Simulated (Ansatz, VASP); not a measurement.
**Two plane-wave programs on NbNO3**

```
CELL_PARAMETERS angstrom
1.94579 -4.36519 0.00000
0.00000 2.61626 -3.99953
5.86934 0.00000 0.00000
ATOMIC_POSITIONS crystal
Nb 0.00000 0.00000 0.00000
Nb 0.00000 0.50000 0.50000
N 0.50000 0.75000 0.75000
N 0.50000 0.25000 0.25000
O 0.98600 0.75000 0.75000
O 0.50000 0.23600 0.75000
O 0.01400 0.26400 0.75000
O 0.01400 0.25000 0.25000
O 0.50000 0.76400 0.25000
O 0.98600 0.73600 0.25000
```

The cell was built by a generator and needn't be a form met in nature.

Alike in both runs: task single point; functional PBE; k mesh 5 × 5 × 5; no spin polarisation.

|  | VASP | Ansatz |
| --- | --- | --- |
| version | VASP 6.6.1 | Ansatz 0.2.0 |
| potentials or method | VASP PAW PBE potentials, release 64 (Nb_sv, N, O) | PAW plane waves |
| plane-wave cutoff (eV) | 520 | 420 |
| occupations | methfessel-paxton of order 1, width 0.0258 eV | cold, width 0.0258 eV |
| valence electrons in the cell | 72 | 72 |

```csv
,VASP,Ansatz,Ansatz less VASP
gap on the k mesh at the Fermi level (eV),none,none,-
rms of the force components (eV/Å),0.319,0.319,-0.0005
```

Atom by atom the forces differ by 0.000 eV/Å (rms over components). A gap of «none» marks a metal or a gap that the smearing closes. Ansatz warned: «structure_snapped_to_symmetry».
